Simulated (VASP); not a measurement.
Here is the system:

```
MgSe
1.0
    0.00000     2.73241     2.73241
    2.73241     0.00000     2.73241
    2.73241     2.73241     0.00000
Mg Se
1 1
Direct
  0.00000   0.00000   0.00000
  0.50000   0.50000   0.50000
```

All values below come from r2SCAN meta-GGA, VASP's PBE PAW potentials (set 64) (plane waves; VASP). Numerical set-up: 480 eV cut-off, 8×8×8 Γ-centred mesh, Gaussian smearing of 0.050 eV, potentials Mg Se.

Energy and stress use the plane-wave basis of the starting cell.

The ions, cell shape and volume at an external pressure of 10.0 GPa are relaxed. What does this cell relax into?

```
MgSe
1.0
    0.00000     2.62791     2.62791
    2.62791     0.00000     2.62791
    2.62791     2.62791     0.00000
Mg Se
1 1
Cartesian
  0.00000   0.00000   0.00000
  2.62791   2.62791   2.62791
```
Space group Fm-3m (225), at a tolerance of 0.03 Å.

How do energy and volume change from the first to the last step?

The energy (σ→0) changes by +63.0 meV/atom and the volume by -11.0 %, in 3 ionic steps.

The compound is MgSe in the rock salt structure. This run relaxes it under an external pressure of 10 GPa. Symmetry was kept, so distortions that lower it aren't found.
